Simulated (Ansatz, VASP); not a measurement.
# MoRu69 ((10-13) twin boundary in hcp Ru) in two plane-wave programs, part 2 of 2

Aim: how closely do two programs agree when they are given the same cell, functional and k mesh? The structure shown is the start of the Ansatz relaxation below; VASP solves that cell, so the two are compared at the walk's first step.

VASP 6.6.1 and Ansatz 0.2.0.

So far: Set-up; Ansatz: relaxation, PBE.

## (3) VASP: single point, PBE, start cell

Level of this step: PBE; plane waves and PAW (Ru_pv, Mo_sv) (VASP).

The same cell, functional, mesh and smearing now go to VASP, with its own data sets.

Lines of VASP's logs that name or quote its potential files are left out, and so is its time.

File INCAR:

```
SYSTEM = MoRu69
PREC = Accurate
ENCUT = 400
EDIFF = 1E-06
NELM = 120
ISMEAR = -1
SIGMA = 0.1
LREAL = Auto
ALGO = Normal
GGA = PE
NBANDS = 568
LASPH = .TRUE.
LORBIT = 11
LWAVE = .FALSE.
LCHARG = .FALSE.
ISIF = 2
GGA_COMPAT = .FALSE.
KPAR = 4
```

File POSCAR:

```
MoRu69
1.0
    9.2010600000      0.0000000000      0.0000000000
    2.4033800000      4.8691500000      0.0000000000
    0.0000000000      0.0000000000     22.2132500000
Ru Mo
69 1
Direct
    0.2540961681      0.0594354251      0.9997186364
    0.9410684795      0.2941991929      0.0518699425
    0.4858928948      0.1355883470      0.0595185306
    0.1874470614      0.3594056457      0.1014979798
    0.7273812444      0.2044710062      0.1132612292
    0.4329736221      0.4252692975      0.1594318706
    0.9751192314      0.2686505858      0.1720504654
    0.6769607817      0.4922830473      0.2148807581
    0.2184733525      0.3361572348      0.2236593024
    0.9197990787      0.0601542364      0.2720718490
    0.4638155697      0.4021441114      0.2791216954
    0.1629362514      0.1277841102      0.3243019369
    0.7048431997      0.4713759075      0.3368485026
    0.4078394856      0.1941201236      0.3800389407
    0.9513456563      0.0364950761      0.3942916953
    0.6584341011      0.2561843443      0.4389497260
    0.1969383048      0.1022971155      0.4422315510
    0.8946809207      0.3289896594      0.4997377691
    0.4343180083      0.1742603945      0.4997287655
    0.9410955806      0.2941786554      0.9475920903
    0.4858982593      0.1355678096      0.9399209931
    0.1874850309      0.3593851083      0.8979505475
    0.7273974773      0.2044504688      0.8861917999
    0.4329844905      0.4252692975      0.8400211585
    0.9751409680      0.2686505858      0.8273980620
    0.6769607817      0.4922830473      0.7845677692
    0.2185058182      0.3361161599      0.7757892249
    0.9198261799      0.0601336989      0.7273901838
    0.4638318025      0.4021235739      0.7203403374
    0.1629471197      0.1277841102      0.6751510923
    0.7048431997      0.4713759075      0.6626090284
    0.4078503539      0.1941201236      0.6194185903
    0.9513347879      0.0364950761      0.6051703375
    0.6584341011      0.2561843443      0.5605078050
    0.1969274365      0.1022971155      0.5572394854
    0.2541012783      0.5594200220      0.9997186364
    0.9410682252      0.7942043272      0.0518699425
    0.4858871367      0.6355729439      0.0595185306
    0.1874468071      0.8594107801      0.1014979798
    0.7273809901      0.7044761406      0.1132612292
    0.4329733678      0.9252744319      0.1594318706
    0.9751189771      0.7686557202      0.1720504654
    0.6769605274      0.9922881817      0.2148807581
    0.2184675944      0.8361418317      0.2236593024
    0.9197988244      0.5601593707      0.2720718490
    0.4638153154      0.9021492458      0.2791216954
    0.1629359971      0.6277892445      0.3243019369
    0.7048374417      0.9713605044      0.3368485026
    0.4078392313      0.6941252580      0.3800389407
    0.9513507665      0.5364796730      0.3942916953
    0.6584229785      0.7561894787      0.4389497260
    0.1969380505      0.6023022499      0.4422315510
    0.8946806664      0.8289947938      0.4997377691
    0.4343177540      0.6742655289      0.4997287655
    0.9410953263      0.7941837898      0.9475920903
    0.4858980050      0.6355729439      0.9399209931
    0.1874847766      0.8593902427      0.8979505475
    0.7273972230      0.7044556031      0.8861917999
    0.4329896007      0.9252538944      0.8400211585
    0.9751407137      0.7686557202      0.8273980620
    0.6769605274      0.9922881817      0.7845677692
    0.2184946956      0.8361212943      0.7757892249
    0.9198150573      0.5601388333      0.7273901838
    0.4638315482      0.9021287083      0.7203403374
    0.1629468654      0.6277892445      0.6751510923
    0.7048374417      0.9713605044      0.6626090284
    0.4078500996      0.6941252580      0.6194185903
    0.6584229785      0.7561894787      0.5605078050
    0.1969271822      0.6023022499      0.5572394854
    0.9513398982      0.5364796730      0.6051703375
```

File KPOINTS:

```
Automatic mesh
0
Gamma
2 3 1
0 0 0
```

Potentials, in the order of the species: Ru_pv and Mo_sv (PBE family, release 64).

Run with:

```console
$ mpirun -np 8 vasp_std
```

Numbers of over 12 decimals in the logs are rounded to 6 here.

Log:

```text
[banner, memory and clock lines left out]
running    8 mpi-ranks, on    1 nodes
[...]
|                                                                             |
|           W    W    AA    RRRRR   N    N  II  N    N   GGGG   !!!           |
|           W    W   A  A   R    R  NN   N  II  NN   N  G    G  !!!           |
|           W    W  A    A  R    R  N N  N  II  N N  N  G       !!!           |
|           W WW W  AAAAAA  RRRRR   N  N N  II  N  N N  G  GGG   !            |
|           WW  WW  A    A  R   R   N   NN  II  N   NN  G    G                |
|           W    W  A    A  R    R  N    N  II  N    N   GGGG   !!!           |
|                                                                             |
|     For optimal performance we recommend to set                             |
|       NCORE = 2 up to number-of-cores-per-socket                            |
|     NCORE specifies how many cores store one orbital (NPAR=cpu/NCORE).      |
|     This setting can greatly improve the performance of VASP for DFT.       |
[...]
|                                                                             |
|        The reciprocal lattice is simple monoclinic,                         |
|        whereas your k-lattice is base centered orthorhombic.                |
|                                                                             |
|     Results are often still useful ...                                      |
|                                                                             |

 POSCAR, INCAR and KPOINTS ok, starting setup
[...]
entering main loop
       N       E                     dE             d eps       ncg     rms          rms(c)
DAV:   1     0.118950990186E+05    0.11895E+05   -0.50867E+05  4744   0.159E+03
DAV:   2    -0.296737684860E+02   -0.11925E+05   -0.11616E+05  4648   0.553E+02
DAV:   3    -0.644660626566E+03   -0.61499E+03   -0.57495E+03  6048   0.114E+02
DAV:   4    -0.686244835536E+03   -0.41584E+02   -0.40165E+02  5744   0.215E+01
[...]
DAV:  68    -0.641385750774E+03    0.18296E-04   -0.10328E-04  6032   0.360E-02    0.301E-02
DAV:  69    -0.641385739652E+03    0.11122E-04   -0.37604E-05  6024   0.217E-02    0.119E-02
DAV:  70    -0.641385739688E+03   -0.36060E-07   -0.82876E-06  4808   0.937E-03
   1 F= -.64138574E+03 E0= -.64032780E+03  d E =-.211587E+01
```

From OUTCAR (step 3):

```text
 POSITION                                       TOTAL-FORCE (eV/Angst)
 -----------------------------------------------------------------------------------
      2.48080      0.28940     22.20700         0.023636     -0.016260      0.020160
      9.36590      1.43250      1.15220         0.017008     -0.005357      0.078119
      4.79660      0.66020      1.32210         0.017872     -0.005150     -0.000312
      2.58850      1.75000      2.25460        -0.041765      0.019179      0.003607
      7.18410      0.99560      2.51590         0.000654      0.002314     -0.019843
      5.00590      2.07070      3.54150         0.008585     -0.000361     -0.015949
      9.61780      1.30810      3.82180         0.009652     -0.004670     -0.011362
      7.41190      2.39700      4.77320         0.005893     -0.008700     -0.002304
      2.81810      1.63680      4.96820        -0.010858      0.000888     -0.021310
      8.60770      0.29290      6.04360         0.001401      0.005132      0.007124
      5.23410      1.95810      6.20020         0.007397      0.000889      0.007590
      1.80630      0.62220      7.20380        -0.035330     -0.007234     -0.020162
      7.61820      2.29520      7.48250         0.011330      0.001111     -0.021140
      4.21910      0.94520      8.44190         0.024783     -0.021025     -0.016419
[...]
-----------------------------------------------------------------------------------
    total drift:                               -0.006857     -0.043210     -0.011291

  FREE ENERGIE OF THE ION-ELECTRON SYSTEM (eV)
  ---------------------------------------------------
  free  energy   TOTEN  =      -641.3857396881 eV

  energy  without entropy=     -639.2698668605  energy(sigma->0) =     -640.32780327
```

The run ends at a pressure of -2.42 GPa, with forces up to 0.28 eV/Å.

## (4) Side by side

Known differences besides the potentials themselves: the data sets hold 1118 valence electrons in Ansatz (on its default PAW (the set named soft_2) files) and 980 in VASP; the cutoff is 420 eV in Ansatz and 400 eV in VASP (PREC = Accurate, projectors in real space). Total energies have different zeros and are not compared.

Forces on 10 of the 70 atoms, those with the largest forces and the largest differences (eV/Å; atoms numbered as in POSCAR):

```csv
atom,"Ansatz x, y, z","VASP x, y, z"
Ru2,"0.016, -0.005, 0.018","0.017, -0.005, 0.078"
Ru20,"-0.007, -0.002, -0.014","-0.005, -0.003, -0.072"
Ru30,"0.081, -0.115, 0.098","0.085, -0.121, 0.101"
Ru33,"-0.222, 0.116, 0.127","-0.222, 0.117, 0.124"
Ru35,"0.186, -0.112, -0.110","0.189, -0.118, -0.118"
Ru37,"-0.002, -0.002, 0.015","0.000, -0.003, 0.076"
Ru62,"-0.057, 0.003, 0.191","-0.057, 0.003, 0.192"
Ru65,"0.108, 0.022, 0.140","0.114, 0.022, 0.144"
Ru68,"-0.164, 0.079, -0.058","-0.171, 0.085, -0.061"
Ru69,"0.180, -0.073, -0.127","0.187, -0.072, -0.134"
```

The forces differ by 8.6 meV/Å r.m.s., which is 14.3 % of the r.m.s. force of 0.060 eV/Å (both taken over all components).

## (5) What came out

- r.m.s. force difference (single point, PBE, start cell): 8.6 meV/Å

**Reading.** The r.m.s. force difference is 8.6 meV/Å (single point, PBE, start cell), within the 12 meV/Å picked in this series as the mark of a large difference. The data sets hold unlike numbers of valence electrons (1118 in Ansatz and 980 in VASP), so part of the differences comes from the potentials. VASP runs on this material, other cells of it included, that failed, so that no pair exists: single point, PBE (timeout). How closely two codes agree says nothing of how well the functional describes the real material.

[Lines on the potential files, build, host, timing and source positions are cut from VASP's logs without a mark.]

[Logs are printed without paths, hosts, clocks, repeated set-up lines and the standing remarks that a program may print on its own settings, such as how far it seeks lower states.]

[Hosts, paths, dates, database ids (printed as entryN), source tags and the programs' standing remarks are cut or masked in the printed files.]
